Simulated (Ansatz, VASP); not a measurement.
## GeF2 (rutile type (invented)) in two plane-wave programs

Aim: how closely do two programs agree when they are given the same cell, functional and k mesh? The cell is generated by rule, not measured, and may not be a known phase. Of the first pair: The cell is taken from a series of runs on this material, whose earlier steps may have relaxed, scaled, displaced or heated it; both programs get it as it stands.

Calculated with Ansatz 0.2.0; plane waves, with VASP 6.6.1 beside it; relaxation of cell and atoms at PBEsol.

## Step 1: The starting structure

It takes space group P4_2/mnm (No. 136, tetragonal). Conventional cell: a = 5.161 Å, b = 5.161 Å, c = 3.489 Å, α = 90.00°, β = 90.00°, γ = 90.00°. Nearest to Ge lie 6 F at 2.21 to 2.26 Å. F has 3 Ge at 2.21 to 2.26 Å nearest. Farther neighbours and most contacts between anions are not listed.

As a file:

```
Ge F
1.0
     5.16142    0.00000    0.00000
     0.00000    5.16142    0.00000
     0.00000    0.00000    3.48904
Ge F
2 4
Direct
  0.00000 0.00000 0.00000
  0.50000 0.50000 0.50000
  0.30239 0.30239 0.00000
  0.69761 0.69761 0.00000
  0.80239 0.19761 0.50000
  0.19761 0.80239 0.50000
```

## Step 2: VASP: relaxation of cell and atoms, PBEsol, pair 1

The relaxed volume is the usual yardstick between codes: in a stiff, nearly cubic crystal its relative difference is about their pressure difference at one cell divided by the bulk modulus.

Lines of VASP's logs that name or quote its potential files are left out, and so is its time.

INCAR reads:

```
SYSTEM = GeF2
PREC = Accurate
ENCUT = 600
EDIFF = 1E-07
NELM = 120
ISMEAR = 0
SIGMA = 0.02
LREAL = .FALSE.
ALGO = Normal
GGA = PS
NBANDS = 34
LORBIT = 11
LWAVE = .FALSE.
LCHARG = .FALSE.
ISIF = 3
IBRION = 2
NSW = 80
EDIFFG = -0.005
LASPH = .TRUE.
GGA_COMPAT = .FALSE.
NELMIN = 4
EFERMI = MIDGAP
KPAR = 2
```

POSCAR reads:

```
GeF2
1.0
    5.1614230000      0.0000000000      0.0000000000
    0.0000000000      5.1614230000      0.0000000000
    0.0000000000      0.0000000000      3.4890420000
Ge F
2 4
Direct
    0.0000000000      0.0000000000      0.0000000000
    0.5000000969      0.5000000969      0.5000000000
    0.3023873455      0.3023873455      0.0000000000
    0.6976126545      0.6976126545      0.0000000000
    0.8023872486      0.1976127514      0.5000000000
    0.1976127514      0.8023872486      0.5000000000
```

KPOINTS reads:

```
Automatic mesh
0
Gamma
6 6 8
0 0 0
```

PAW data sets: Ge_d and F (PBE family, release 64).

On the command line:

```bash
> mpirun -np 2 vasp_std
```

Numbers of over 12 decimals in the logs are rounded to 6 here.

The program printed:

```text
[banner, memory and clock lines left out]
running    2 mpi-ranks, on    1 nodes
 distrk:  each k-point on    1 cores,    2 groups
 distr:  one band on    1 cores,    1 groups

 POSCAR found type information on POSCAR GeF
 POSCAR found :  2 types and       6 ions
|                                                                             |
|               ----> ADVICE to this user running VASP <----                  |
|                                                                             |
|     You enforced a specific xc type in the INCAR file but a different       |
|     [... a line on the potential file left out ...]
|     I HOPE YOU KNOW WHAT YOU ARE DOING!                                     |
|                                                                             |

 LDA part: xc-table for (Slater+PW92), standard interpolation
 POSCAR, INCAR and KPOINTS ok, starting setup
 FFT: planning ... GRIDC
 FFT: planning ... GRID_SOFT
 FFT: planning ... GRID
 WAVECAR not read
 entering main loop
       N       E                     dE             d eps       ncg     rms          rms(c)
DAV:   1     0.730957305928E+03    0.73096E+03   -0.30853E+04  4298   0.406E+03
DAV:   2     0.104730719772E+03   -0.62623E+03   -0.60284E+03  3696   0.982E+02
DAV:   3    -0.227017483889E+02   -0.12743E+03   -0.12477E+03  3832   0.253E+02
DAV:   4    -0.315420278486E+02   -0.88403E+01   -0.87915E+01  3980   0.761E+01
DAV:   5    -0.317683936930E+02   -0.22637E+00   -0.22599E+00  3860   0.127E+01    0.927E+00
DAV:   6    -0.292582503606E+02    0.25101E+01   -0.96707E+00  4688   0.345E+01    0.348E+00
DAV:   7    -0.292559995071E+02    0.22509E-02   -0.83957E-01  3592   0.555E+00    0.197E+00
DAV:   8    -0.292447976891E+02    0.11202E-01   -0.16424E-01  3894   0.355E+00    0.481E-01
DAV:   9    -0.292421850942E+02    0.26126E-02   -0.23063E-02  5038   0.192E+00    0.119E-01
DAV:  10    -0.292431775085E+02   -0.99241E-03   -0.24154E-03  3904   0.441E-01    0.363E-02
DAV:  11    -0.292431974908E+02   -0.19982E-04   -0.11801E-04  4810   0.101E-01    0.144E-02
DAV:  12    -0.292431997869E+02   -0.22962E-05   -0.16382E-05  3776   0.770E-02    0.586E-03
DAV:  13    -0.292431994807E+02    0.30623E-06   -0.35084E-06  4442   0.169E-02    0.123E-03
DAV:  14    -0.292431993521E+02    0.12864E-06   -0.40100E-07  3402   0.124E-02    0.694E-04
DAV:  15    -0.292431993829E+02   -0.30861E-07   -0.44381E-08  1722   0.212E-03
   1 F= -.29243199E+02 E0= -.29243199E+02  d E =-.292432E+02
 curvature:   0.00 expect dE= 0.000E+00 dE for cont linesearch  0.000E+00
 trial: gam= 0.00000 g(F)=  0.907E-07 g(S)=  0.187E-04 ort = 0.000E+00 (trialstep = 0.100E+01)
 search vector abs. value=  0.188E-04
 bond charge predicted
       N       E                     dE             d eps       ncg     rms          rms(c)
DAV:   1    -0.292433258377E+02   -0.12649E-03   -0.31053E-03  4156   0.554E-01    0.757E-02
DAV:   2    -0.292432401899E+02    0.85648E-04   -0.23569E-04  3902   0.148E-01    0.316E-02
DAV:   3    -0.292432212693E+02    0.18921E-04   -0.20170E-05  4252   0.851E-02    0.151E-02
DAV:   4    -0.292432159218E+02    0.53475E-05   -0.10302E-05  5256   0.469E-02    0.208E-03
DAV:   5    -0.292432161926E+02   -0.27087E-06   -0.25639E-06  4380   0.210E-02    0.124E-03
DAV:   6    -0.292432162532E+02   -0.60569E-07   -0.11608E-07  1948   0.325E-03
   2 F= -.29243216E+02 E0= -.29243216E+02  d E =-.168703E-04
 trial-energy change:   -0.000017  1 .order   -0.000016   -0.000019   -0.000013
 step:   1.8402(harm=  3.3488)  dis= 0.00004  next Energy=   -29.243222 (dE=-0.229E-04)
 reached required accuracy - stopping structural energy minimisation
```

Parts of OUTCAR (step 2):

```text
ion  position               nearest neighbor table
   1  0.000  0.000  0.000-   3 2.21   4 2.21   5 2.26   6 2.26   5 2.26   6 2.26
   2  0.500  0.500  0.500-   5 2.21   6 2.21   4 2.26   4 2.26   3 2.26   3 2.26
   3  0.302  0.302  0.000-   1 2.21   2 2.26   2 2.26
   4  0.698  0.698  0.000-   1 2.21   2 2.26   2 2.26
   5  0.802  0.198  0.500-   2 2.21   1 2.26   1 2.26
   6  0.198  0.802  0.500-   2 2.21   1 2.26   1 2.26

  LATTYP: Found a simple tetragonal cell.
 ALAT       =     5.1614230000
 C/A-ratio  =     0.6759845105

 Subroutine GETGRP returns: Found 16 space group operations
 (whereof  8 operations were pure point group operations)

The static configuration has the point symmetry D_2h.
 The point group associated with its full space group is D_4h.

 Found     50 irreducible k-points:

   k-points           NKPTS =     50   k-points in BZ     NKDIM =     50   number of bands    NBANDS=     34

   dimension x,y,z NGX =    42 NGY =   42 NGZ =   28
   dimension x,y,z NGXF=    84 NGYF=   84 NGZF=   56

   ENCUT  =  600.0 eV  44.10 Ry    6.64 a.u.  10.31 10.31  6.97*2*pi/ulx,y,z

   NELECT =      56.0000    total number of electrons

 k-points in reciprocal lattice and weights: Automatic mesh
   0.00000000  0.00000000  0.00000000       0.003
   0.16666667  0.00000000  0.00000000       0.014
   0.33333333  0.00000000  0.00000000       0.014
   0.50000000  0.00000000  0.00000000       0.007
   0.16666667  0.16666667  0.00000000       0.014
   0.33333333  0.16666667  0.00000000       0.028
   0.50000000  0.16666667  0.00000000       0.014
   0.33333333  0.33333333  0.00000000       0.014
   0.50000000  0.33333333  0.00000000       0.014
[...]
0.50000000  0.33333333  0.50000000       0.014
   0.50000000  0.50000000  0.50000000       0.003

 average (electrostatic) potential at core
       1 -77.1029       2 -77.1029       3 -77.5570       4 -77.5570       5 -77.5570
       6 -77.5570

 E-fermi :   2.8557

 k-point     1 :       0.0000    0.0000    0.0000
  band No.  band energies     occupation
    ...
     24      -2.6739      2.00000
     25      -2.0693      2.00000
     26      -2.0693      2.00000
     27      -1.7676      2.00000
     28       1.3761      2.00000
     29       4.2348      0.00000
     30       4.2348      0.00000
     31       7.0372      0.00000
     32       7.6667      0.00000
     33       7.6668      0.00000
    ...

 k-point     2 :       0.1667    0.0000    0.0000
  band No.  band energies     occupation
    ...
     24      -2.5908      2.00000
     25      -2.0675      2.00000
     26      -1.8925      2.00000
     27      -1.8083      2.00000
     28       1.1405      2.00000
     29       4.3701      0.00000
     30       4.3746      0.00000
     31       7.1473      0.00000
     32       7.3179      0.00000
     33       7.4973      0.00000
    ...

 k-point     3 :       0.3333    0.0000    0.0000
  band No.  band energies     occupation
    ...
     24      -2.5618      2.00000
     25      -2.0586      2.00000
     26      -1.9397      2.00000
     27      -1.2143      2.00000
     28       0.5253      2.00000
     29       4.6727      0.00000
     30       4.6797      0.00000
     31       6.8669      0.00000
     32       7.0923      0.00000
     33       7.4504      0.00000
    ...

  Total       -0.0190039     -0.0190039      0.0229522      0.0000000      0.0000000      0.0000000
  in kB       -0.3276841     -0.3276841      0.3957632      0.0000000      0.0000000      0.0000000
  external PRESSURE =      -0.0865350 kB  Pullay stress =       0.0000000 kB

  energy-cutoff  :      600.00
  volume of cell :       92.92
      direct lattice vectors                 reciprocal lattice vectors
     5.160137893  0.000000000  0.000000000     0.193793271  0.000000000  0.000000000
    -0.000000000  5.160137893  0.000000000     0.000000000  0.193793271  0.000000000
     0.000000000  0.000000000  3.489605977     0.000000000  0.000000000  0.286565305

 POSITION                                       TOTAL-FORCE (eV/Angst)
 -----------------------------------------------------------------------------------
     -0.00000      0.00000      0.00000         0.000000      0.000000      0.000000
      2.58007      2.58007      1.74480        -0.000000      0.000000      0.000000
      1.56034      1.56034      0.00000         0.000081      0.000081      0.000000
      3.59980      3.59980      0.00000        -0.000081     -0.000081      0.000000
      4.14041      1.01973      1.74480         0.000081     -0.000081      0.000000
      1.01973      4.14041      1.74480        -0.000081      0.000081      0.000000
 -----------------------------------------------------------------------------------
    total drift:                               -0.000339     -0.000339      0.000000

  FREE ENERGIE OF THE ION-ELECTRON SYSTEM (eV)
  ---------------------------------------------------
  free  energy   TOTEN  =       -29.2432162532 eV

  energy  without entropy=      -29.2432162532  energy(sigma->0) =      -29.24321625

 reached required accuracy - stopping structural energy minimisation

 total charge
# of ion       s       p       d       tot
------------------------------------------
    1        1.461   0.426  10.051  11.939
    2        1.461   0.426  10.051  11.939
    3        1.742   4.299   0.000   6.041
    4        1.742   4.299   0.000   6.041
    5        1.742   4.299   0.000   6.041
    6        1.742   4.299   0.000   6.041
--------------------------------------------------
tot          9.889  18.050  20.103  48.041

[... 3 further parts left out ...]
```

CONTCAR:

```
GeF2
   1.00000000000000
     5.1601378926716563    0.0000000000000000    0.0000000000000000
    -0.0000000000000000    5.1601378926716563    0.0000000000000000
     0.0000000000000000    0.0000000000000000    3.4896059771407968
  Ge              F
     2     4
Direct
     0.0000000000000000    0.0000000000000000    0.0000000000000000
     0.5000000969000027    0.5000000969000027    0.5000000000000000
     0.3023828154554739    0.3023828154554739    0.0000000000000000
     0.6976171845445261    0.6976171845445261    0.0000000000000000
     0.8023827185554712    0.1976172814445288    0.5000000000000000
     0.1976172814445288    0.8023827185554712    0.5000000000000000
```

## Step 3: Ansatz: relaxation of cell and atoms, PBEsol, pair 1

Ansatz runs on its default PAW (the set named soft_2) files.

The same cell, functional, mesh and smearing now go to Ansatz, which takes its cutoff from its data sets.

input.yaml reads:

```yaml
crystal:
  lattice:
    - [5.1614230503, 0.0, 0.0]
    - [0.0, 5.1614230503, 0.0]
    - [0.0, 0.0, 3.4890419255]
  atoms:
    - { symbol: Ge, position: [0.0, 0.0, 0.0] }
    - { symbol: Ge, position: [0.5, 0.5, 0.5] }
    - { symbol: F, position: [0.3023873254, 0.3023873254, 0.0] }
    - { symbol: F, position: [0.6976126746, 0.6976126746, 0.0] }
    - { symbol: F, position: [0.8023873254, 0.1976126746, 0.5] }
    - { symbol: F, position: [0.1976126746, 0.8023873254, 0.5] }
kpoints:
  mp_grid: { grid: [6, 6, 8] }
hamiltonian:
  xc: pbesol
scf:
  occupations: { method: gaussian, width: 0.02 }
output:
  forces: true
  stress: true
  eigenvalues: true
relax:
  adjacent_minimum: "off"
  f_tol: 0.005
  max_steps: 80
  cell: { stress_tol: 0.05 }
```

On the command line:

```bash
> ansatz run input.yaml --threads 4 --pin off --max-ram 9216MiB --backend cpu --events-out ev --progress --plain --runs-dir out
```

The program printed:

```text
Engine: ansatz 0.2.0, x86_64-unknown-linux-gnu
Pseudopotentials: kind: paw
Pseudopotential: Ge, paw, valence charge 14, recommended cutoff 420 eV (normal), Ge.paw.azcp
Pseudopotential: F, paw, valence charge 7, recommended cutoff 420 eV (normal), F.paw.azcp
Functional definition: PBEsol
  exchange = pbesol_x
  correlation = pbesol_c
Crystal: 6 atoms, lattice volume = 92.949 Å³
Basis set: ecut = 420 eV, 1835 PW (Γ), exchange–correlation on 72×72×48 points (8 copies of the dense FFT grid, shifted against one another)
Bands: 34, of which v1, the nominal top of the filled ones, is band 28 counted from 1 (27 counted from 0)
Symmetry: 16 space group operations
Space group: P42/mnm (ITA 136), of the structure as read, at distance tolerance 4.5e-5 Å
k-points: 50 of 288
Non-local potential: Ge, projectors of the file, l = 0: 2, l = 1: 2, l = 2: 3, l = 3: 1
Non-local potential: F, projectors of the file, l = 0: 2, l = 1: 2, l = 2: 1
PAW form: soft (Blöchl's): semilocal exchange-correlation on the pseudo side does not see the compensation charge
PAW frozen core: Ge, regenerated for the run's functional, and the local potential with it (the file was generated under x = pbe(κ = 0.804, μ = 0.219515), c = pbe(β = 0.066725))
PAW frozen core: F, regenerated for the run's functional, and the local potential with it (the file was generated under x = pbe(κ = 0.804, μ = 0.219515), c = pbe(β = 0.066725))
PAW one-centre angular grid: Ge, 590 points (default); XC on 64 Gauss nodes
PAW one-centre angular grid: F, 110 points (default); XC on 64 Gauss nodes
Initial density: superposition of atomic densities (neutral atoms: chi_scale 0, normalization atom), corrected by the library's trained network
Initial wavefunctions: pseudopotential atomic-orbital guess
Functional: x = pbesol(κ = 0.804, μ = 0.123457), c = pbesol(β = 0.046)
SCF iter   1: F=—  HF=-11709.105313 eV  |F-HF|=—  |Δ(HF+E_count)|=         —  Δρ=1.36e-2  dr2=1.11e-1  ethr=1.77e-3  ⟨swp⟩=6.2  Hψ=6555  notcnv=0  defer=2
preconditioner: auto → Resta (q_TF=auto, 2.507 Å⁻¹)  ε∞=3.3  [insulator: Δε(μ)=2.651 eV  Ē_g=19.136 eV  σ=0.020 eV  W_gap=1.00  n_scr=30 (ndim 8)  ℏωp=28.8 eV  f_vac=0.180  D(μ)=0.00/eV (n_scr^D=0)  ε∞_Penn≈3.3]
SCF iter   2: F=—  HF=-11709.077636 eV  |F-HF|=—  |Δ(HF+E_count)|=   2.77e-2  Δρ=3.89e-3  dr2=5.99e-3  ethr=1.97e-4  ⟨swp⟩=2.2  Hψ=3178  notcnv=0  defer=85
SCF iter   3: F=—  HF=-11709.076313 eV  |F-HF|=—  |Δ(HF+E_count)|=   1.32e-3  Δρ=1.02e-3  dr2=3.62e-4  ethr=1.07e-5  ⟨swp⟩=2.0  Hψ=2567  notcnv=0  defer=85
SCF iter   4: F=—  HF=-11709.076573 eV  |F-HF|=—  |Δ(HF+E_count)|=   2.60e-4  Δρ=1.89e-4  dr2=3.00e-5  ethr=6.47e-7  ⟨swp⟩=2.2  Hψ=2166  notcnv=0  defer=85
SCF iter   5: F=—  HF=-11709.076541 eV  |F-HF|=—  |Δ(HF+E_count)|=   3.23e-5  Δρ=7.89e-5  dr2=4.62e-6  ethr=5.36e-8  ⟨swp⟩=2.0  Hψ=3015  notcnv=0  defer=85
SCF iter   6: F=—  HF=-11709.076550 eV  |F-HF|=—  |Δ(HF+E_count)|=   9.28e-6  Δρ=1.14e-5  dr2=1.24e-7  ethr=8.25e-9  ⟨swp⟩=2.0  Hψ=3006  notcnv=0  defer=85
SCF iter   7: F=-11709.076550 eV  HF=-11709.076550 eV  |F-HF|=1.48e-8  |Δ(HF+E_count)|=   1.36e-7  Δρ=2.96e-6  dr2=1.07e-8  ethr=1.79e-10  ⟨swp⟩=8.6  Hψ=6599  notcnv=0
SCF 1 converged in 7 iterations: F = -11709.076550 eV  dr2 = 1.07e-8
  greatest PAW one-centre occupation: 0.999 electrons in one spin orbital (limit 2), on the Ge atom at site 1 (counted from 0), in its partial waves of l = 2
relax step   1: F+E_penalty+E_count = -11709.07655013 eV  Δ(F+E_penalty+E_count) = +0.000e0 eV  max|allowed force component| = 1.544e-4 eV/Å  Δτ_max = 0.0000 Å  P = +0.152 GPa  Ω = 92.949 Å³  (7 SCF iters, dr2 threshold 1.00e-7 eV, accepted)
[...]
relax step   2: F+E_penalty+E_count = -11709.07613614 eV  Δ(F+E_penalty+E_count) = +4.140e-4 eV  max|allowed force component| = 7.405e-4 eV/Å  Δτ_max = 0.0003 Å  P = +0.017 GPa  Ω = 93.093 Å³  energy of the carried Pulay correction = -4.962e-4 eV  (4 SCF iters, dr2 threshold 8.79e-8 eV, accepted)
[...]
relax step   3: F+E_penalty+E_count = -11709.07655958 eV  Δ(F+E_penalty+E_count) = -4.234e-4 eV  max|allowed force component| = 7.394e-4 eV/Å  Δτ_max = 0.0000 Å  P = +0.028 GPa  Ω = 93.093 Å³  stress off target by 3.73e-2 GPa  SCF on the basis re-selected at this cell (its energy is not comparable with the rows above)  (6 SCF iters)
basis re-selected at this cell: Δ(F+E_penalty+E_count) = -4.234e-4 eV, ΔP = +0.011 GPa vs the last step (what re-selecting the basis moved, of the pressure what is left beyond the Pulay correction that the steps carried, after the strain that the cell walked since its last selection, with what the two solves' SCF thresholds leave and, on support functions, any second-order correction that the steps lacked; it is no m [...]
SCF converged after 6 iterations
Free energy (F): -11709.076560 eV
Harris-Foulkes:  -11709.076560 eV  (|F-HF|=1.16e-10)
Internal energy: -11709.076560 eV  (E = F + TS)
E sigma→0 (E₀):  -11709.076560 eV
Fermi energy:    5.676870 eV
--- Per-component energies (eV) ---
  E_band       = -550.902866
  E_kinetic    = 1037.178930
  E_local      = -7445.874097  (includes V_loc(G=0)·N_el)
  E_nonlocal   = 1119.591625
  E_hartree    = 3062.182942
  E_xc         = -462.040921
  E_vxc        = -531.105463  (∫ρ·V_xc dr)
  E_paw        = -4713.688562  (= ΣΔE_a)
  E_vpaw       = -855.069210  (= ΣTr[D̂ρ^β])
  E_aug_tail   = 0.009362  (compensation charges beyond the density's cutoff)
  E_ewald      = -4308.441482
  E_core_change = 2.005643  (= ΣΔE_core)
  E_smearing   = -0.000000  (= −TS)
  E_closure    = 0.000000  (closes the sum)
  Σ components = -11709.076560   (vs F -11709.076560, Δ=0.00e0)
--- Forces (eV/Å), atoms counted from 1 ---
  atom   1  Ge    -0.00000000    -0.00000000     0.00000000
  atom   2  Ge     0.00000000     0.00000000     0.00000000
  atom   3  F      0.00073941     0.00073941     0.00000000
  atom   4  F     -0.00073941    -0.00073941    -0.00000000
  atom   5  F      0.00073941    -0.00073941    -0.00000000
  atom   6  F     -0.00073941     0.00073941     0.00000000
  max |Σ_I F_I| component: 2.60e-18 eV/Å
--- Stress (GPa, compression-positive) ---
        0.023416       0.000000      -0.000000
        0.000000       0.023416       0.000000
       -0.000000       0.000000       0.037331
  P = ⅓ Tr σ = 0.0281 GPa (0.281 kbar)
--- Band table (eV; the first three rows and the last of 50) ---
  k-point 0: bands = [... 24 lower, 0.7577, 0.7577, 1.0574, 4.1895, 7.0643, 7.0643, 9.8593, 10.4803, ... 2 higher]
  k-point 1: bands = [... 24 lower, 0.7385, 0.9068, 1.0138, 4.2494, 7.4029, 7.4029, 9.4505, 10.4731, ... 2 higher]
  k-point 2: bands = [... 24 lower, 0.6681, 0.8842, 1.9163, 4.2895, 8.2211, 8.2211, 8.8450, 10.1344, ... 2 higher]
  k-point 49: bands = [... 24 lower, 0.7064, 0.7064, 2.9822, 2.9822, 9.0460, 9.0460, 9.3147, 9.3147, ... 2 higher]
--- Relaxed structure (2 steps of the walk, 2 accepted, 1 SCFs on fresh bases) ---
  F+E_penalty+E_count = -11709.07655958 eV   max|allowed force component| = 7.394e-4 eV/Å   (the final SCF, on the basis selected at the relaxed cell)
  cell:  # Å, volume = 93.0927 Å³
    - [5.163289, 0, 0]
    - [0, 5.163289, 0]
    - [0, 0, 3.491905]
  atoms:
    - { symbol: Ge, position: [0, 0, 0] }
    - { symbol: Ge, position: [0.5, 0.5, 0.500000] }
    - { symbol: F, position: [0.302434, 0.302434, 0] }
    - { symbol: F, position: [0.697566, 0.697566, 0] }
    - { symbol: F, position: [0.802434, 0.197566, 0.500000] }
    - { symbol: F, position: [0.197566, 0.802434, 0.500000] }
```

## Step 4: Side by side

Known differences besides the potentials themselves: the cutoff is 420 eV in Ansatz and 600 eV in VASP; Ansatz makes its cores anew for this functional, VASP keeps those of its PBE data sets; Ansatz adds a Pulay correction to the stress that steers its cell, VASP none. Total energies have different zeros and are not compared.

Both answers:

```csv
quantity,Ansatz,VASP,difference
volume (Å³),93.09,92.92,+0.19 %
"edge a after relaxation, in the typed setting (Å)",5.163,5.160,+0.06 %
"edge c after relaxation, in the typed setting (Å)",3.492,3.490,+0.07 %
```

[end of part 1 of 2]

[Lines on the potential files, build, host, timing and source positions are cut from VASP's logs without a mark.]

[Logs are printed without paths, hosts, clocks, repeated set-up lines and the standing remarks that a program may print on its own settings, such as how far it seeks lower states.]

[Hosts, paths, dates, database ids (printed as entryN), source tags and the programs' standing remarks are cut or masked in the printed files.]
